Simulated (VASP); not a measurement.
Energy against volume of SrTiO3 (cubic perovskite). Calculation: vdW-DF2, VASP's PBE PAW potentials (set 64) (plane waves; VASP). Numerical set-up: 520 eV cut-off, 6×6×6 Γ-centred mesh, Gaussian smearing of 0.050 eV, potentials Sr_sv Ti_sv O.

| V (Å³/atom) | E (eV/atom) |
|---|---|
| 11.972 | -6.01930 |
| 12.354 | -6.03952 |
| 12.736 | -6.04613 |
| 13.118 | -6.04120 |

Task: Fit these four points and predict the energy of the run at 13.500 Å³/atom.

Result: A cubic in V^(−2/3), the third-order Birch-Murnaghan form, passes through the four points with V0 = 12.75 Å³/atom and B0 = 160 GPa, and gives -6.0265 eV/atom there. The run gave -6.0264 eV/atom, +0.1 meV/atom from the fit; all five points give B0 = 160 GPa.

The compound is SrTiO3 in the cubic perovskite structure, the ideal cubic form; the compound distorts at low or room temperature. It was relaxed first, which changed the volume by +7 %.
